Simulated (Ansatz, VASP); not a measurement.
## GaN: VASP beside Ansatz

One calculation is typed for both programs; each brings its own data sets. How far apart do they land? The cell is taken from a series of runs on this material, whose earlier steps may have relaxed, scaled, displaced or heated it; both programs get it as it stands.

Main program and level: Ansatz 0.2.0; plane waves, with VASP 6.6.1 beside it; single point at LDA.

## Step 1: The starting structure

Symmetry: F-43m, No. 216, cubic system. Conventional cell: a = 4.507 Å, b = 4.507 Å, c = 4.507 Å, α = 90.00°, β = 90.00°, γ = 90.00°. Nearest to Ga lie 4 N at 1.95 Å. Nearest to N lie 4 Ga at 1.95 Å. Farther neighbours and most contacts between anions are not listed.

## Step 2: VASP: single point, LDA, pair 1

A single point gives forces, pressure and levels at one fixed geometry, so differences don't come from the geometry; what else differs is listed under the comparison.

Lines of VASP's logs that name or quote its potential files are left out, and so is its time.

Contents of INCAR:

```
SYSTEM = GaN
PREC = Accurate
ENCUT = 600
EDIFF = 1E-06
NELM = 120
ISMEAR = 0
SIGMA = 0.1
LREAL = .FALSE.
ALGO = Normal
GGA = PW92
NBANDS = 15
LORBIT = 11
LWAVE = .FALSE.
LCHARG = .FALSE.
ISIF = 2
LASPH = .TRUE.
GGA_COMPAT = .FALSE.
EFERMI = MIDGAP
```

Contents of POSCAR:

```
GaN
1.0
    0.0000000000      2.2535006075      2.2535006075
    2.2535006075      0.0000000000      2.2535006075
    2.2535006075      2.2535006075      0.0000000000
Ga N
1 1
Direct
    0.0000000000      0.0000000000      0.0000000000
    0.7500000000      0.7500000000      0.7500000000
```

Contents of KPOINTS:

```
Automatic mesh
0
Gamma
8 8 8
0 0 0
```

The projector-augmented-wave data sets are Ga_d and N (LDA family, release 64).

On the command line:

```
> mpirun -np 1 vasp_std
```

Numbers of over 12 decimals in the logs are rounded to 6 here.

The log of the run:

```text
[banner, memory and clock lines left out]
running    1 mpi-ranks, on    1 nodes
 distrk:  each k-point on    1 cores,    1 groups
 distr:  one band on    1 cores,    1 groups

 POSCAR found type information on POSCAR GaN
 POSCAR found :  2 types and       2 ions
|                                                                             |
|               ----> ADVICE to this user running VASP <----                  |
|                                                                             |
|     You enforced a specific xc type in the INCAR file but a different       |
|     [... a line on the potential file left out ...]
|     I HOPE YOU KNOW WHAT YOU ARE DOING!                                     |
|                                                                             |

 LDA part: xc-table for (Slater(with rela. corr.)+PW92), standard interpolation
 POSCAR, INCAR and KPOINTS ok, starting setup
 FFT: planning ... GRIDC
 FFT: planning ... GRID_SOFT
 FFT: planning ... GRID
 WAVECAR not read
 entering main loop
       N       E                     dE             d eps       ncg     rms          rms(c)
DAV:   1     0.918138072736E+02    0.91814E+02   -0.10037E+04   941   0.232E+03
DAV:   2    -0.924448555825E+01   -0.10106E+03   -0.94562E+02  1073   0.373E+02
DAV:   3    -0.158740520064E+02   -0.66296E+01   -0.66054E+01   919   0.789E+01
DAV:   4    -0.159609913507E+02   -0.86939E-01   -0.86924E-01  1129   0.962E+00
DAV:   5    -0.159620245818E+02   -0.10332E-02   -0.10332E-02   976   0.991E-01    0.750E+00
DAV:   6    -0.139978413946E+02    0.19642E+01   -0.52756E+00  1305   0.430E+01    0.267E+00
DAV:   7    -0.139676803509E+02    0.30161E-01   -0.25641E-01   954   0.661E+00    0.167E+00
DAV:   8    -0.139434577682E+02    0.24223E-01   -0.77979E-02   996   0.298E+00    0.741E-01
DAV:   9    -0.139397747050E+02    0.36831E-02   -0.11935E-02  1154   0.230E+00    0.234E-01
DAV:  10    -0.139399435433E+02   -0.16884E-03   -0.14419E-03  1122   0.516E-01    0.109E-01
DAV:  11    -0.139398493139E+02    0.94229E-04   -0.29296E-04  1324   0.334E-01    0.242E-02
DAV:  12    -0.139398513123E+02   -0.19984E-05   -0.20481E-05   975   0.478E-02    0.916E-03
DAV:  13    -0.139398512301E+02    0.82159E-07   -0.59071E-07   624   0.121E-02
   1 F= -.13939851E+02 E0= -.13939851E+02  d E =-.252464E-36
```

From OUTCAR (step 2):

```text
ion  position               nearest neighbor table
   1  0.000  0.000  0.000-   2 1.95   2 1.95   2 1.95   2 1.95
   2  0.750  0.750  0.750-   1 1.95   1 1.95   1 1.95   1 1.95

  LATTYP: Found a face centered cubic cell.
 ALAT       =     4.5070012150

 Subroutine GETGRP returns: Found 24 space group operations
 (whereof 24 operations were pure point group operations)

The static configuration has the point symmetry T_d .

 Found     29 irreducible k-points:

   k-points           NKPTS =     29   k-points in BZ     NKDIM =     29   number of bands    NBANDS=     15

   dimension x,y,z NGX =    28 NGY =   28 NGZ =   28
   dimension x,y,z NGXF=    56 NGYF=   56 NGZF=   56

   ENCUT  =  600.0 eV  44.10 Ry    6.64 a.u.   6.37  6.37  6.37*2*pi/ulx,y,z

   NELECT =      18.0000    total number of electrons

 k-points in reciprocal lattice and weights: Automatic mesh
   0.00000000  0.00000000  0.00000000       0.002
   0.12500000  0.00000000  0.00000000       0.016
   0.25000000  0.00000000  0.00000000       0.016
   0.37500000  0.00000000  0.00000000       0.016
   0.50000000  0.00000000  0.00000000       0.008
   0.12500000  0.12500000  0.00000000       0.012
   0.25000000  0.12500000  0.00000000       0.047
   0.37500000  0.12500000  0.00000000       0.047
   0.50000000  0.12500000  0.00000000       0.047
[...]
-0.37500000  0.50000000  0.12500000       0.023
  -0.25000000  0.50000000  0.25000000       0.012

 average (electrostatic) potential at core
       1 -64.7658       2 -62.0088

 E-fermi :   5.9052

 k-point     1 :       0.0000    0.0000    0.0000
  band No.  band energies     occupation
    ...
      5      -8.2099      2.00000
      6      -8.2099      2.00000
      7       5.0303      2.00000
      8       5.0303      2.00000
      9       5.0303      2.00000
     10       6.7801      0.00000
     11      15.1446      0.00000
     12      15.1446      0.00000
     13      15.1446      0.00000
     14      22.3451      0.00000
    ...

 k-point     2 :       0.1250    0.0000    0.0000
  band No.  band energies     occupation
    ...
      5      -8.2116      2.00000
      6      -8.2116      2.00000
      7       3.5117      2.00000
      8       4.8661      2.00000
      9       4.8661      2.00000
     10       7.9015      0.00000
     11      14.4400      0.00000
     12      15.3837      0.00000
     13      15.3837      0.00000
     14      22.1215      0.00000
    ...

 k-point     3 :       0.2500    0.0000    0.0000
  band No.  band energies     occupation
    ...
      5      -8.2051      2.00000
      6      -8.1321      2.00000
      7       1.1664      2.00000
      8       4.5033      2.00000
      9       4.5033      2.00000
     10       9.0510      0.00000
     11      13.6443      0.00000
     12      15.6158      0.00000
     13      15.6158      0.00000
     14      20.8508      0.00000
    ...

  Total       -0.8277648     -0.8277648     -0.8277648      0.0000000      0.0000000      0.0000000
  in kB      -57.9448073    -57.9448073    -57.9448073      0.0000000      0.0000000      0.0000000
  external PRESSURE =     -57.9448073 kB  Pullay stress =       0.0000000 kB

  energy-cutoff  :      600.00
  volume of cell :       22.89
      direct lattice vectors                 reciprocal lattice vectors
     0.000000000  2.253500607  2.253500607    -0.221877020  0.221877020  0.221877020
     2.253500607  0.000000000  2.253500607     0.221877020 -0.221877020  0.221877020
     2.253500607  2.253500607  0.000000000     0.221877020  0.221877020 -0.221877020

 POSITION                                       TOTAL-FORCE (eV/Angst)
 -----------------------------------------------------------------------------------
      0.00000      0.00000      0.00000         0.000000      0.000000      0.000000
      3.38025      3.38025      3.38025        -0.000000     -0.000000     -0.000000
 -----------------------------------------------------------------------------------
    total drift:                               -0.000000     -0.000000     -0.000000

  FREE ENERGIE OF THE ION-ELECTRON SYSTEM (eV)
  ---------------------------------------------------
  free  energy   TOTEN  =       -13.9398512301 eV

  energy  without entropy=      -13.9398512301  energy(sigma->0) =      -13.93985123

 total charge
# of ion       s       p       d       tot
------------------------------------------
    1        0.799   0.909  10.176  11.884
    2        1.207   2.483   0.000   3.690
--------------------------------------------------
tot          2.006   3.392  10.176  15.574

[... 3 further parts left out ...]
```

The gap is read on the k-mesh alone, so it is an upper bound where the band edges lie off the mesh.

## Step 3: Ansatz: single point, LDA, pair 1

Ansatz runs on its PAW soft_1 files.

The same cell, functional (in two slightly different forms), mesh and smearing now go to Ansatz, which takes its cutoff from its data sets.

Contents of input.yaml:

```yaml
crystal:
  lattice:
    - [0.0, 2.2535006075, 2.2535006075]
    - [2.2535006075, 0.0, 2.2535006075]
    - [2.2535006075, 2.2535006075, 0.0]
  atoms:
    - { symbol: Ga, position: [0.0, 0.0, 0.0] }
    - { symbol: "N", position: [0.75, 0.75, 0.75] }
kpoints:
  mp_grid: { grid: [8, 8, 8] }
hamiltonian:
  xc: lda
  pseudopotentials: { kind: paw, azcp: { folder: soft_1 }, xc_functional: pbe }
scf:
  occupations: { method: gaussian, width: 0.1 }
output:
  forces: true
  stress: true
  eigenvalues: true
```

On the command line:

```
> ansatz run input.yaml --threads 4 --pin off --max-ram 10240MiB --backend cpu --events-out ev --progress --plain --runs-dir out
```

The log of the run:

```text
Engine: ansatz 0.2.0, x86_64-unknown-linux-gnu
Pseudopotentials: kind: paw
Pseudopotential: Ga, paw, valence charge 13, recommended cutoff 420 eV (normal), soft_1/Ga.paw.azcp
Pseudopotential: N, paw, valence charge 5, recommended cutoff 420 eV (normal), soft_1/N.paw.azcp
Functional definition: SPW92
  exchange = slater_x
  correlation = pw_c
Crystal: 2 atoms, lattice volume = 22.888 Å³
Basis set: ecut = 420 eV, 459 PW (Γ)
Bands: 13, of which v1, the nominal top of the filled ones, is band 9 counted from 1 (8 counted from 0)
Symmetry: 24 space group operations
Space group: F-43m (ITA 216), of the structure as read, at distance tolerance 2.8e-5 Å
k-points: 29 of 512 (time reversal used)
Non-local potential: Ga, projectors of the file, l = 0: 2, l = 1: 2, l = 2: 3, l = 3: 1
Non-local potential: N, projectors of the file, l = 0: 2, l = 1: 2, l = 2: 1
PAW form: soft (Blöchl's): semilocal exchange-correlation on the pseudo side does not see the compensation charge
PAW frozen core: Ga, regenerated for the run's functional, and the local potential with it (the file was generated under x = pbe(κ = 0.804, μ = 0.219515), c = pbe(β = 0.066725))
PAW frozen core: N, regenerated for the run's functional, and the local potential with it (the file was generated under x = pbe(κ = 0.804, μ = 0.219515), c = pbe(β = 0.066725))
PAW one-centre angular grid: Ga, 590 points (default); XC on 64 Gauss nodes
PAW one-centre angular grid: N, 110 points (default); XC on 64 Gauss nodes
Initial density: superposition of atomic densities (chi_scale 0.1, normalization cell, long waves kept (reshape's long-wave potential 0.00 eV rms))
Initial wavefunctions: pseudopotential atomic-orbital guess
Functional: x = slater, c = lda
SCF iter   1: F=—  HF=-4082.668634 eV  |F-HF|=—  |Δ(HF+E_count)|=         —  Δρ=1.02e-1  dr2=2.07e0  ethr=3.10e-3  ⟨swp⟩=4.1  Hψ=1860  notcnv=0
preconditioner: auto → none  [insulator: Δε(μ)=2.583 eV  Ē_g=19.055 eV  σ=0.100 eV  W_gap=1.00  n_scr=8 (ndim 8)  ℏωp=32.9 eV  f_vac=0.000  D(μ)=0.00/eV (n_scr^D=0)  ε∞_Penn≈4.0]
SCF iter   2: F=—  HF=-4082.150418 eV  |F-HF|=—  |Δ(HF+E_count)|=   5.18e-1  Δρ=3.89e-2  dr2=2.87e-1  ethr=3.10e-3  ⟨swp⟩=2.6  Hψ=873  notcnv=0
SCF iter   3: F=—  HF=-4082.078667 eV  |F-HF|=—  |Δ(HF+E_count)|=   7.18e-2  Δρ=1.13e-2  dr2=1.18e-2  ethr=1.60e-3  ⟨swp⟩=2.9  Hψ=712  notcnv=0
SCF iter   4: F=—  HF=-4082.071158 eV  |F-HF|=—  |Δ(HF+E_count)|=   7.51e-3  Δρ=1.79e-3  dr2=3.04e-4  ethr=6.58e-5  ⟨swp⟩=2.0  Hψ=798  notcnv=0
SCF iter   5: F=—  HF=-4082.070998 eV  |F-HF|=—  |Δ(HF+E_count)|=   1.61e-4  Δρ=2.83e-4  dr2=6.57e-6  ethr=1.69e-6  ⟨swp⟩=2.0  Hψ=635  notcnv=0
SCF iter   6: F=—  HF=-4082.071002 eV  |F-HF|=—  |Δ(HF+E_count)|=   4.56e-6  Δρ=1.66e-5  dr2=3.19e-8  ethr=5.56e-10  ⟨swp⟩=4.0  Hψ=2074  notcnv=0
SCF iter   7: F=-4082.071002 eV  HF=-4082.071002 eV  |F-HF|=5.46e-12  |Δ(HF+E_count)|=   4.46e-9  Δρ=1.06e-6  dr2=1.05e-10  ethr=1.77e-10  ⟨swp⟩=1.6  Hψ=1304  notcnv=0
SCF 1 converged in 7 iterations: F = -4082.071002 eV  dr2 = 1.05e-10
  greatest PAW one-centre occupation: 0.996 electrons in one spin orbital (limit 2), on the Ga atom at site 0 (counted from 0), in its partial waves of l = 2
SCF converged after 7 iterations
Free energy (F): -4082.071002 eV
Harris-Foulkes:  -4082.071002 eV  (|F-HF|=5.46e-12)
Internal energy: -4082.071002 eV  (E = F + TS)
E sigma→0 (E₀):  -4082.071002 eV
Fermi energy:    10.139803 eV
--- Per-component energies (eV) ---
  E_band       = -13.277171
  E_kinetic    = 240.319915
  E_local      = -1417.504811  (includes V_loc(G=0)·N_el)
  E_nonlocal   = -51.953982
  E_hartree    = 893.131275
  E_xc         = -121.311588
  E_vxc        = -130.752938  (∫ρ·V_xc dr)
  E_paw        = -2039.126139  (= ΣΔE_a)
  E_vpaw       = -439.648461  (= ΣTr[D̂ρ^β])
  E_aug_tail   = 0.000756  (compensation charges beyond the density's cutoff)
  E_ewald      = -1587.434954
  E_core_change = 1.808525  (= ΣΔE_core)
  E_smearing   = -0.000000  (= −TS)
  E_closure    = -0.000000  (closes the sum)
  Σ components = -4082.071002   (vs F -4082.071002, Δ=0.00e0)
--- Forces (eV/Å), atoms counted from 1 ---
  atom   1  Ga     0.00000000    -0.00000000     0.00000000
  atom   2  N      0.00000000    -0.00000000     0.00000000
  max |Σ_I F_I| component: 3.52e-16 eV/Å
--- Stress (GPa, compression-positive) ---
       -6.506693      -0.000000      -0.000000
       -0.000000      -6.506693       0.000000
        0.000000       0.000000      -6.506693
  P = ⅓ Tr σ = -6.5067 GPa (-65.067 kbar)
--- Band table (eV; the first three rows and the last of 29) ---
  k-point 0: bands = [... 5 lower, -3.9989, 9.2687, 9.2687, 9.2687, 11.0046, 19.3935, 19.3935, 19.3935]
  k-point 1: bands = [... 5 lower, -4.0006, 7.7470, 9.1047, 9.1047, 12.1294, 18.6821, 19.6319, 19.6319]
  k-point 2: bands = [... 5 lower, -3.9138, 5.4015, 8.7413, 8.7413, 13.2791, 17.8813, 19.8602, 19.8602]
  k-point 28: bands = [... 5 lower, -1.8289, 3.4907, 5.5310, 5.5819, 15.3895, 17.4966, 19.4212, 20.1805]
```

The run ends at a pressure of -6.51 GPa.

## Step 4: Comparison

Known differences besides the potentials themselves: the cutoff is 420 eV in Ansatz and 600 eV in VASP; VASP's log shows a relativistic correction to its local exchange, Ansatz's none. Total energies have different zeros and are not compared.

Compared:

| quantity | Ansatz | VASP | difference |
| --- | --- | --- | --- |
| pressure (GPa) | -6.51 | -5.79 | -0.71 |
| gap on the k mesh (eV) | 1.736 | 1.750 | -0.014 |

A gap on the mesh is an upper bound, since the band edges may lie between its points.

## Step 5: VASP: single point, LDA, pair 2

A single point gives forces, pressure and levels at one fixed geometry, so differences don't come from the geometry; what else differs is listed under the comparison. The cell compared in this pair holds 21.44 Å³, against 22.89 Å³ for the pair before.

Changes to INCAR since step 2:

```diff
@@ -6,3 +6,3 @@
 ISMEAR = 0
-SIGMA = 0.1
+SIGMA = 0.01
 LREAL = .FALSE.
```

Contents of POSCAR:

```
GaN
1.0
    0.0000000000      2.2050999388      2.2050999388
    2.2050999388      0.0000000000      2.2050999388
    2.2050999388      2.2050999388      0.0000000000
Ga N
1 1
Direct
    0.0000000000      0.0000000000      0.0000000000
    0.7500000000      0.7500000000      0.7500000000
```

Contents of KPOINTS:

```
Automatic mesh
0
Gamma
12 12 12
0 0 0
```

On the command line:

```
> mpirun -np 1 vasp_std
```

The log of the run:

```text
[banner, memory and clock lines left out]
running    1 mpi-ranks, on    1 nodes
[...]
[... a notice as in an earlier step ...]

 LDA part: xc-table for (Slater(with rela. corr.)+PW92), standard interpolation
 POSCAR, INCAR and KPOINTS ok, starting setup
[...]
entering main loop
       N       E                     dE             d eps       ncg     rms          rms(c)
DAV:   1     0.895500943364E+02    0.89550E+02   -0.10345E+04  2384   0.237E+03
DAV:   2    -0.975021765641E+01   -0.99300E+02   -0.93072E+02  2531   0.371E+02
DAV:   3    -0.160182375876E+02   -0.62680E+01   -0.62396E+01  2426   0.777E+01
DAV:   4    -0.160880580878E+02   -0.69821E-01   -0.69810E-01  2687   0.870E+00
[...]
DAV:  11    -0.139345488439E+02    0.52478E-04   -0.19372E-04  3261   0.250E-01    0.473E-03
DAV:  12    -0.139345506652E+02   -0.18213E-05   -0.16105E-05  2482   0.465E-02    0.547E-03
DAV:  13    -0.139345506620E+02    0.32073E-08   -0.34918E-07  1584   0.131E-02
   1 F= -.13934551E+02 E0= -.13934551E+02  d E =0.000000E+00
```

From OUTCAR (step 5):

```text
  Total        1.0057553      1.0057553      1.0057553     -0.0000000     -0.0000000     -0.0000000
  in kB       75.1429255     75.1429255     75.1429255     -0.0000000     -0.0000000     -0.0000000
  external PRESSURE =      75.1429255 kB  Pullay stress =       0.0000000 kB

 POSITION                                       TOTAL-FORCE (eV/Angst)
 -----------------------------------------------------------------------------------
      0.00000      0.00000      0.00000         0.000000      0.000000      0.000000
      3.30765      3.30765      3.30765        -0.000000     -0.000000     -0.000000
 -----------------------------------------------------------------------------------
    total drift:                                0.000001      0.000001      0.000000

  FREE ENERGIE OF THE ION-ELECTRON SYSTEM (eV)
  ---------------------------------------------------
  free  energy   TOTEN  =       -13.9345506620 eV

  energy  without entropy=      -13.9345506620  energy(sigma->0) =      -13.93455066

[... 3 further parts left out ...]
[key lines of the parts left out:]
E-fermi :   6.8613
```

The run ends at a pressure of 7.51 GPa.

## Step 6: Ansatz: single point, LDA, pair 2

The same cell, functional (in two slightly different forms) and mesh now go to Ansatz, which takes its cutoff from its data sets.

The cell is taken from a series of runs on this material, whose earlier steps may have relaxed, scaled, displaced or heated it; both programs get it as it stands.

Contents of input.yaml:

```yaml
crystal:
  lattice:
    - [0.0, 2.2050999388, 2.2050999388]
    - [2.2050999388, 0.0, 2.2050999388]
    - [2.2050999388, 2.2050999388, 0.0]
  atoms:
    - { symbol: Ga, position: [0.0, 0.0, 0.0] }
    - { symbol: "N", position: [0.75, 0.75, 0.75] }
kpoints:
  mp_grid: { grid: [12, 12, 12] }
hamiltonian:
  xc: lda
  pseudopotentials: { kind: paw, azcp: { folder: soft_1 }, xc_functional: pbe }
scf:
  occupations: { method: fixed }
output:
  forces: true
  stress: true
  eigenvalues: true
  write_density: true
  write_potential: true
  elf: true
  volumetric_format: npy
```

On the command line:

```
> ansatz run input.yaml --threads 4 --pin off --max-ram 10240MiB --backend cpu --events-out ev --progress --plain --runs-dir out
```

The log of the run:

```text
[...]
Crystal: 2 atoms, lattice volume = 21.444 Å³
Basis set: ecut = 420 eV, 411 PW (Γ)
Bands: 13, of which v1, the nominal top of the filled ones, is band 9 counted from 1 (8 counted from 0)
Symmetry: 24 space group operations
[...]
k-points: 72 of 1728 (time reversal used)
[...]
--- Band table (eV; the first three rows and the last of 72) ---
  k-point 0: bands = [... 5 lower, -2.9922, 10.2933, 10.2933, 10.2933, 12.4532, 20.8276, 20.8276, 20.8276]
  k-point 1: bands = [... 5 lower, -2.9936, 9.4942, 10.2103, 10.2103, 13.0576, 20.4568, 20.9555, 20.9555]
  k-point 2: bands = [... 5 lower, -2.9944, 7.9865, 9.9942, 9.9942, 13.9844, 19.7681, 21.2106, 21.2106]
  k-point 71: bands = [... 5 lower, -0.7665, 4.2594, 6.2605, 6.2696, 16.5426, 19.1853, 20.9607, 21.4748]
[key lines of the parts left out:]
SCF converged after 7 iterations
Free energy (F): -4082.074599 eV
Fermi energy:    10.293265 eV
P = ⅓ Tr σ = 6.5820 GPa (65.820 kbar)
```

The run ends at a pressure of 6.58 GPa.

(Continued in part 2 of 2.)

[Lines on the potential files, build, host, timing and source positions are cut from VASP's logs without a mark.]

[Logs are printed without paths, hosts, clocks, repeated set-up lines and the standing remarks that a program may print on its own settings, such as how far it seeks lower states.]

[Hosts, paths, dates, database ids (printed as entryN), source tags and the programs' standing remarks are cut or masked in the printed files.]
